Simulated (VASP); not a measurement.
# TiSi2: cell size and functional, part 3 of 3

How much does the relaxed cell of TiSi2 depend on the functional? The starting structure is a measured crystal structure from the Crystallography Open Database. The first relaxation on each setting starts from this cell expanded by 3 % in volume.

VASP 6.6.1.

Results so far: PBEsol 13.80 Å³ an atom; LDA 13.51 Å³ an atom; PBE 14.17 Å³ an atom; PBEsol + D3(BJ) 13.27 Å³ an atom; r2SCAN 13.99 Å³ an atom; r2SCAN + rVV10 13.92 Å³ an atom.

### Step 8. Relaxation with rev-vdW-DF2 (continued)

Level of this step: rev-vdW-DF2; plane waves and PAW (Ti_sv, Si) (VASP).

Parts of OUTCAR (step 8):

```text
  Total        0.0035640      0.0013616      0.0090497      0.0000000      0.0000000      0.0000000
  in kB        0.0674553      0.0257712      0.1712837      0.0000000      0.0000000      0.0000000
  external PRESSURE =       0.0881701 kB  Pullay stress =       0.0000000 kB

 POSITION                                       TOTAL-FORCE (eV/Angst)
 -----------------------------------------------------------------------------------
      2.40081      4.12958      4.26909         0.000000      0.000000     -0.000000
      3.60121      6.19437      6.40363        -0.000000     -0.000000      0.000000
      2.40081      6.90605      4.26909         0.000000      0.001306     -0.000000
      2.40081      1.35311      4.26909         0.000000     -0.001306     -0.000000
      1.20040      3.41790      2.13454        -0.000000     -0.001306      0.000000
      1.20040      0.71168      2.13454        -0.000000      0.001306      0.000000
 -----------------------------------------------------------------------------------
    total drift:                               -0.000000     -0.000000      0.000000

  FREE ENERGIE OF THE ION-ELECTRON SYSTEM (eV)
  ---------------------------------------------------
  free  energy   TOTEN  =       -31.5801566405 eV

  energy  without entropy=      -31.5803639869  energy(sigma->0) =      -31.58022576

[... 2 parts as in an earlier step ...]

[... 2 further parts left out ...]
[key lines of the parts left out:]
E-fermi :  10.0006
```

With rev-vdW-DF2 the relaxed cell holds 14.108 Å³ an atom, -0.24 % against the measured cell, with a = 4.802 Å, b = 8.259 Å and c = 8.538 Å. That is +2.26 % from PBEsol. Pressures at 0.985 and 1.015 times this volume, from two more relaxations that aren't shown, give a bulk modulus of 139.7 GPa.

### Step 9. Relaxation with TPSS

TPSS is an older meta-GGA. This run starts from the cell of an earlier relaxation, which isn't shown; the restart sets up the plane waves anew.

INCAR reads:

```
SYSTEM = TiSi2
PREC = Accurate
ENCUT = 450
EDIFF = 1E-06
NELM = 100
ISMEAR = 1
SIGMA = 0.15
LREAL = .FALSE.
ALGO = Normal
METAGGA = TPSS
LASPH = .TRUE.
NBANDS = 26
LORBIT = 11
LWAVE = .FALSE.
LCHARG = .FALSE.
KPAR = 16
IBRION = 2
NSW = 50
ISIF = 3
EDIFFG = -0.006
```

POSCAR reads:

```
TiSi2
1.0
    0.0000000000      4.0900000487      4.2575736553
    2.3832653398      0.0000000000      4.2575736553
    2.3832653398      4.0900000487      0.0000000000
Ti Si
2 4
Direct
    0.5000000000      0.5000000000      0.5000000000
    0.7500000000      0.7500000000      0.7500000000
    0.8367397871      0.1632602129      0.8367397871
    0.1632602129      0.8367397871      0.1632602129
    0.4132602129      0.0867397871      0.4132602129
    0.0867397871      0.4132602129      0.0867397871
```

KPOINTS reads:

```
Automatic mesh
0
Gamma
10 10 10
0 0 0
```

PAW data sets: Ti_sv and Si (PBE family, release 64).

Command:

```console
mpirun -np 16 vasp_std
```

Output:

```text
[... set-up lines as in an earlier step ...]
 entering main loop
       N       E                     dE             d eps       ncg     rms          rms(c)
DAV:   1     0.380319146761E+03    0.38032E+03   -0.22494E+04 11278   0.208E+03
DAV:   2    -0.248753230623E+02   -0.40519E+03   -0.39777E+03 10556   0.574E+02
DAV:   3    -0.862382727016E+02   -0.61363E+02   -0.59871E+02 17494   0.203E+02
DAV:   4    -0.952584149089E+02   -0.90201E+01   -0.89330E+01 15136   0.736E+01
[...]
DAV:  19    -0.728242077220E+02   -0.84161E-05   -0.18818E-05 14020   0.226E-02    0.187E-03
DAV:  20    -0.728242096778E+02   -0.19558E-05   -0.54355E-06 10868   0.950E-03    0.571E-03
DAV:  21    -0.728242096688E+02    0.89995E-08   -0.43764E-07  5388   0.652E-03
   1 F= -.72824210E+02 E0= -.72824104E+02  d E =-.728242E+02
[...]
reached required accuracy - stopping structural energy minimisation
```

Wall time 82 s (16 MPI ranks of Intel Xeon 6975P-C (Granite Rapids), shared host); peak memory 6.8 GiB.

From OUTCAR (step 9):

```text
  Total       -0.0103995      0.0088222     -0.0159307      0.0000000      0.0000000      0.0000000
  in kB       -0.2007402      0.1702946     -0.3075091      0.0000000      0.0000000      0.0000000
  external PRESSURE =      -0.1126516 kB  Pullay stress =       0.0000000 kB

 POSITION                                       TOTAL-FORCE (eV/Angst)
 -----------------------------------------------------------------------------------
      2.38327      4.09000      4.25757         0.000000     -0.000000      0.000000
      3.57490      6.13500      6.38636        -0.000000     -0.000000     -0.000000
      2.38327      6.84453      4.25757         0.000000     -0.001228      0.000000
      2.38327      1.33547      4.25757         0.000000      0.001228      0.000000
      1.19163      3.38047      2.12879        -0.000000      0.001228      0.000000
      1.19163      0.70953      2.12879        -0.000000     -0.001228      0.000000
 -----------------------------------------------------------------------------------
    total drift:                               -0.000000     -0.000000      0.000000

  FREE ENERGIE OF THE ION-ELECTRON SYSTEM (eV)
  ---------------------------------------------------
  free  energy   TOTEN  =       -72.8242096688 eV

  energy  without entropy=      -72.8238914372  energy(sigma->0) =      -72.82410359

[... 2 parts as in an earlier step ...]

[... 2 further parts left out ...]
[key lines of the parts left out:]
E-fermi :  10.3068
```

With TPSS the relaxed cell holds 13.834 Å³ an atom, -2.18 % against the measured cell, with a = 4.767 Å, b = 8.180 Å and c = 8.515 Å. That is +0.27 % from PBEsol. Pressures at 0.985 and 1.015 times this volume, from two more relaxations that aren't shown, give a bulk modulus of 149.6 GPa.

### Step 10. The runs compared

```tsv
level	volume (Å³/atom)	against the measured cell (%)	a (Å)	b (Å)	c (Å)	bulk modulus (GPa)	pressure left (GPa)	core minutes
PBEsol	13.796	-2.45	4.7623	8.1821	8.4974	150.9	0.01	32.5
LDA	13.512	-4.46	4.7294	8.1277	8.4363	156.9	0.02	31.3
PBE	14.169	0.19	4.8066	8.2684	8.5563	139.5	0.0	20.3
PBEsol + D3(BJ)	13.271	-6.16	4.6995	8.0572	8.4118	165.0	-0.02	33.3
r2SCAN	13.987	-1.1	4.7839	8.2386	8.5173	146.4	-0.01	107.0
r2SCAN + rVV10	13.923	-1.55	4.7764	8.2218	8.5087	148.8	-0.01	231.0
rev-vdW-DF2	14.108	-0.24	4.8016	8.2592	8.5382	139.7	0.01	112.0
TPSS	13.834	-2.18	4.7665	8.18	8.5151	149.6	-0.01	135.0
```

Core minutes are wall time times ranks, summed over the relaxations behind a row (those for a bulk modulus apart), on shared hosts.

### Step 11. Results

```yaml
volume_pbesol: 13.80 Å³/atom
volume_lda: 13.51 Å³/atom
volume_pbe: 14.17 Å³/atom
volume_pbesol_d3_bj: 13.27 Å³/atom
volume_r2scan: 13.99 Å³/atom
volume_r2scan_rvv10: 13.92 Å³/atom
volume_rev_vdw_df2: 14.11 Å³/atom
volume_tpss: 13.83 Å³/atom
```

**Reading.** Across 8 levels the volume of TiSi2 spans 6.8 %, from 13.27 Å³ an atom (PBEsol + D3(BJ)) to 14.17 Å³ (PBE). Against the measured volume of the starting structure, PBE comes nearest (+0.2 %) and PBEsol + D3(BJ) lies farthest (-6.2 %). The measured cell holds zero-point expansion and, unless it was taken cold, thermal expansion, which the runs lack, so small differences decide nothing. Adding D3(BJ) to PBEsol changes the volume by -3.8 %. Adding rVV10 to r2SCAN changes the volume by -0.5 %. The bulk modulus goes from 139.5 GPa (PBE) to 165.0 GPa (PBEsol + D3(BJ)). All runs keep the symmetry of the start, so they can't find a distortion of lower symmetry. Further runs on this material are not shown.

[Lines on the potential files, build, host, timing and source positions are cut from VASP's logs without a mark.]

[Logs are printed without paths, hosts, clocks, repeated set-up lines and the standing remarks that a program may print on its own settings, such as how far it seeks lower states.]

[Hosts, paths, dates, database ids (printed as entryN), source tags and the programs' standing remarks are cut or masked in the printed files.]
